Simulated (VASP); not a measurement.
Here is the system:

```yaml
crystal:
  lattice:
    - [3.91851, 0.00000, 0.00000]
    - [0.00000, 3.91851, 0.00000]
    - [0.00000, 0.00000, 16.36593]
  atoms:
    - { symbol: Pb, position: [0.50000, 0.00000, 0.57228] }
    - { symbol: Pb, position: [0.00000, 0.50000, 0.42772] }
    - { symbol: O, position: [0.00000, 0.00000, 0.50000] }
    - { symbol: O, position: [0.50000, 0.50000, 0.50000] }
```

Calculation: PBE GGA, VASP's PBE PAW potentials (set 64) (plane waves; VASP 6.6.1). Settings: 400 eV cut-off, 6×6×1 Γ-centred mesh, Gaussian smearing of 0.10 eV, potentials Pb_d O.

The cell holds a wide vacuum, so values per volume refer to the whole cell. Unless said otherwise, spin-orbit coupling is left out, though it shifts the bands of the heavy elements here.

Give the energies of bands 13 to 23 at the high-symmetry points, in eV from the valence-band maximum.

```json
[
 {"band": "13", "Γ": "-7.43", "X": "-6.70", "M": "-7.78"},
 {"band": "14", "Γ": "-4.87", "X": "-6.70", "M": "-7.78"},
 {"band": "15", "Γ": "-3.80", "X": "-2.98", "M": "-3.26"},
 {"band": "16", "Γ": "-3.80", "X": "-2.98", "M": "-3.26"},
 {"band": "17", "Γ": "-1.25", "X": "-2.56", "M": "-1.21"},
 {"band": "18", "Γ": "-1.19", "X": "-2.56", "M": "-1.21"},
 {"band": "19", "Γ": "-1.19", "X": "-0.67", "M": "-0.54"},
 {"band": "20", "Γ": "0.00", "X": "-0.67", "M": "-0.54"},
 {"band": "21", "Γ": "2.74", "X": "3.46", "M": "3.38"},
 {"band": "22", "Γ": "2.76", "X": "3.46", "M": "3.38"},
 {"band": "23", "Γ": "4.67", "X": "5.26", "M": "5.44"}
]
```

The gap is direct, 2.74 eV, from the valence maximum at Γ to the conduction minimum at Γ.

The cell is a sheet with vacuum, built from a generated structure.
